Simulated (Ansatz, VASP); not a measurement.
# Co (Cobalt) in two plane-wave programs, part 2 of 2

Wanted: the spread between two codes on one cell, functional and k mesh. The cell is taken from a series of runs on this material, whose earlier steps may have relaxed, scaled, displaced or heated it; both programs get it as it stands.

VASP 6.6.1 and Ansatz 0.2.0.

So far: The structure; Ansatz: single point, LDA, pair 1; VASP: single point, LDA, pair 1; Comparison; Ansatz: single point, LDA, pair 2.

**6. VASP: single point, LDA, pair 2**

Level of this step: LDA, spin-polarised from a ferromagnetic start; plane waves and PAW (Co) (VASP).

The same cell, functional (in two slightly different forms), mesh and smearing now go to VASP, with its own data sets.

INCAR

```
SYSTEM = Co
PREC = Accurate
ENCUT = 520
EDIFF = 1E-06
NELM = 200
ISMEAR = -1
SIGMA = 0.05
LREAL = .FALSE.
ALGO = Normal
GGA = PW92
NBANDS = 18
ISPIN = 2
MAGMOM = -1.66 -1.66
LASPH = .TRUE.
LMAXMIX = 4
LORBIT = 11
LWAVE = .FALSE.
LCHARG = .FALSE.
ISIF = 2
GGA_COMPAT = .FALSE.
```

POSCAR

```
Co
1.0
    2.5074000000      0.0000000000      0.0000000000
   -1.2537000000      2.1714720974      0.0000000000
    0.0000000000      0.0000000000      4.0699000000
Co
2
Direct
    0.3333333334      0.6666666668      0.2500000000
    0.6666666668      0.3333333334      0.7500000000
```

KPOINTS

```
Automatic mesh
0
Gamma
12 12 8
0 0 0
```

Potentials, in the order of the species: Co (LDA family, release 64).

Launch:

```bash
$ mpirun -np 1 vasp_std
```

Numbers of over 12 decimals in the logs are rounded to 6 here.

The program printed:

```text
[banner, memory and clock lines left out]
running    1 mpi-ranks, on    1 nodes
[...]
[... a notice as in an earlier step ...]

 LDA part: xc-table for (Slater(with rela. corr.)+PW92), standard interpolation
 POSCAR, INCAR and KPOINTS ok, starting setup
[...]
entering main loop
       N       E                     dE             d eps       ncg     rms          rms(c)
DAV:   1     0.797447286183E+02    0.79745E+02   -0.80857E+03  7120   0.132E+03
DAV:   2    -0.151562626648E+02   -0.94901E+02   -0.86387E+02  6870   0.226E+02
DAV:   3    -0.184650678569E+02   -0.33088E+01   -0.31847E+01  7610   0.548E+01
DAV:   4    -0.185172565849E+02   -0.52189E-01   -0.52157E-01  8780   0.574E+00
[...]
DAV:  12    -0.161136085074E+02    0.14851E-04   -0.12019E-05  7632   0.263E-02    0.215E-02
DAV:  13    -0.161136003920E+02    0.81154E-05   -0.25394E-06  5894   0.229E-02    0.140E-02
DAV:  14    -0.161136008801E+02   -0.48804E-06   -0.76487E-07  4684   0.985E-03
   1 F= -.16113601E+02 E0= -.16105018E+02  d E =-.171649E-01  mag=    -3.1977
```

From OUTCAR (step 6):

```text
  Total       -2.9438845     -2.9438845     -3.2323018      0.0000000     -0.0000000      0.0000000
  in kB     -212.8480805   -212.8480805   -233.7011636      0.0000000     -0.0000000      0.0000000
  external PRESSURE =    -219.7991082 kB  Pullay stress =       0.0000000 kB

 POSITION                                       TOTAL-FORCE (eV/Angst)
 -----------------------------------------------------------------------------------
      0.00000      1.44765      1.01747        -0.000000      0.000000     -0.000000
      1.25370      0.72382      3.05242         0.000000     -0.000000      0.000000
 -----------------------------------------------------------------------------------
    total drift:                               -0.000000     -0.000000      0.000000

  FREE ENERGIE OF THE ION-ELECTRON SYSTEM (eV)
  ---------------------------------------------------
  free  energy   TOTEN  =       -16.1136008801 eV

  energy  without entropy=      -16.0964360227  energy(sigma->0) =      -16.10501845

 magnetization (x)
# of ion       s       p       d       tot
------------------------------------------
    1        0.012   0.039  -1.657  -1.606
    2        0.012   0.039  -1.657  -1.606
--------------------------------------------------
tot          0.025   0.077  -3.314  -3.212

[... 2 parts as in an earlier step ...]

[... 1 further part left out ...]
[key lines of the parts left out:]
E-fermi :   9.6106
```

The run ends at a pressure of -21.98 GPa.

**7. Differences**

What differs besides the data sets and the points named for the pairs above, as far as they apply: the data sets hold 34 valence electrons in Ansatz (on its default PAW (the set named soft_2) files) and 18 in VASP. Total energies have different zeros and are not compared.

Compared:

```
          quantity  Ansatz   VASP  difference
 total moment (μB)   -3.23  -3.20       -0.03
moment on Co1 (μB)   -1.67  -1.61       -0.06
moment on Co2 (μB)   -1.67  -1.61       -0.06
```

**8. Ansatz: single point, LDA, pair 3**

A single point gives forces, pressure and levels at one fixed geometry, so differences don't come from the geometry; what else differs is listed under the comparison.

The cell is taken from a series of runs on this material, whose earlier steps may have relaxed, scaled, displaced or heated it; both programs get it as it stands.

input.yaml

```yaml
crystal:
  lattice:
    - [2.5074, 0.0, 0.0]
    - [-1.2537, 2.1714720974, 0.0]
    - [0.0, 0.0, 4.0699]
  atoms:
    - { symbol: Co, position: [0.3333333333, 0.6666666667, 0.25], spin: 1.66 }
    - { symbol: Co, position: [0.6666666667, 0.3333333333, 0.75], spin: 1.66 }
magnetization:
  spin_polarized: true
kpoints:
  mp_grid: { grid: [18, 18, 10] }
hamiltonian:
  xc: lda
scf:
  occupations: { method: fermi_dirac, width: 0.05 }
  max_iter: 120
  convergence: { dr2_threshold: 1.0e-08 }
basis:
  ecutwfc: 420.0
checkpoint:
  read: start
  write: ck
  compress: false
  write_wavefunctions: false
  write_every: 100000
```

Launch:

```bash
$ ansatz run input.yaml --threads 4 --pin off --max-ram 8192MiB --backend cpu --events-out ev --progress --plain --runs-dir out
```

The program printed:

```text
[...]
Magnetization: 3.1780 μB (18.5890 up, 15.4110 down)
Absolute magnetization: 3.4148 μB (∫|ρ↑−ρ↓|, with the PAW one-centre terms)
[...]
Per-site moments (μB) at R_I (Å): [(1.643837, 1.030153), (1.643837, 1.030153)]
Free energy (F): -10125.383211 eV
[...]
Internal energy: -10125.368441 eV  (E = F + TS)
E sigma→0 (E₀):  -10125.375826 eV
Entropy (-TS):   -0.014770 eV (-7.385 meV/atom)
Fermi energy:    17.764243 eV
[...]
[key lines of the parts left out:]
SCF converged after 7 iterations
```

**9. VASP: single point, LDA, pair 3**

The same cell, functional (in two slightly different forms), mesh and smearing now go to VASP, with its own data sets.

Edit INCAR of step 6 so:

```diff
@@ -12,3 +12,3 @@
 ISPIN = 2
-MAGMOM = -1.66 -1.66
+MAGMOM = 1.64 1.64
 LASPH = .TRUE.
```

POSCAR is that of step 6.

KPOINTS

```
Automatic mesh
0
Gamma
18 18 10
0 0 0
```

Launch:

```bash
$ mpirun -np 1 vasp_std
```

The program printed:

```text
[... set-up lines as in an earlier step ...]
 entering main loop
       N       E                     dE             d eps       ncg     rms          rms(c)
DAV:   1     0.806439561942E+02    0.80644E+02   -0.80542E+03 16616   0.132E+03
DAV:   2    -0.150548629590E+02   -0.95699E+02   -0.87057E+02 16046   0.227E+02
DAV:   3    -0.184676417676E+02   -0.34128E+01   -0.32762E+01 17732   0.557E+01
DAV:   4    -0.185214241919E+02   -0.53782E-01   -0.53745E-01 20580   0.589E+00
[...]
DAV:  12    -0.161211781556E+02    0.17220E-04   -0.45870E-06 18526   0.193E-02    0.220E-02
DAV:  13    -0.161211718194E+02    0.63362E-05   -0.21351E-06 11330   0.221E-02    0.119E-02
DAV:  14    -0.161211720599E+02   -0.24053E-06   -0.62956E-07 10444   0.104E-02
   1 F= -.16121172E+02 E0= -.16113553E+02  d E =-.152388E-01  mag=     3.1651
```

Parts of OUTCAR (step 9):

```text
  Total       -3.0106047     -3.0106047     -3.2000415     -0.0000000      0.0000000     -0.0000000
  in kB     -217.6720662   -217.6720662   -231.3686876     -0.0000000      0.0000000     -0.0000000
  external PRESSURE =    -222.2376066 kB  Pullay stress =       0.0000000 kB

 POSITION                                       TOTAL-FORCE (eV/Angst)
 -----------------------------------------------------------------------------------
      0.00000      1.44765      1.01747        -0.000000      0.000000      0.000000
      1.25370      0.72382      3.05242         0.000000     -0.000000     -0.000000
 -----------------------------------------------------------------------------------
    total drift:                               -0.000000     -0.000000      0.000000

  FREE ENERGIE OF THE ION-ELECTRON SYSTEM (eV)
  ---------------------------------------------------
  free  energy   TOTEN  =       -16.1211720599 eV

  energy  without entropy=      -16.1059332154  energy(sigma->0) =      -16.11355264

 magnetization (x)
# of ion       s       p       d       tot
------------------------------------------
    1       -0.013  -0.041   1.646   1.591
    2       -0.013  -0.041   1.646   1.591
--------------------------------------------------
tot         -0.026  -0.082   3.291   3.183

[... 1 part as in an earlier step ...]

[... 2 further parts left out ...]
[key lines of the parts left out:]
E-fermi :   9.6159
```

The run ends at a pressure of -22.22 GPa.

**10. Differences**

What differs besides the data sets and the points named for the pairs above, as far as they apply: the data sets hold 34 valence electrons in Ansatz (on its default PAW (the set named soft_2) files) and 18 in VASP. Total energies have different zeros and are not compared.

The two programs side by side:

```
          quantity  Ansatz  VASP  difference
 total moment (μB)    3.18  3.17       +0.01
moment on Co1 (μB)    1.64  1.59       +0.05
moment on Co2 (μB)    1.64  1.59       +0.05
```

**11. What came out**

- difference in total moment (single point, LDA, pair 1): 0.028 μB
- difference in total moment (single point, LDA, pair 2): -0.028 μB
- difference in total moment (single point, LDA, pair 3): 0.013 μB

What this shows: The difference in total moment is 0.028 μB (single point, LDA, pair 1). The data sets hold unlike numbers of valence electrons (34 in Ansatz and 18 in VASP), so part of the differences comes from the potentials. Such differences can come from data sets, numerical settings and the points named under the comparisons, not from the functional's error against experiment.

[Lines on the potential files, build, host, timing and source positions are cut from VASP's logs without a mark.]

[Logs are printed without paths, hosts, clocks, repeated set-up lines and the standing remarks that a program may print on its own settings, such as how far it seeks lower states.]

[Hosts, paths, dates, database ids (printed as entryN), source tags and the programs' standing remarks are cut or masked in the printed files.]
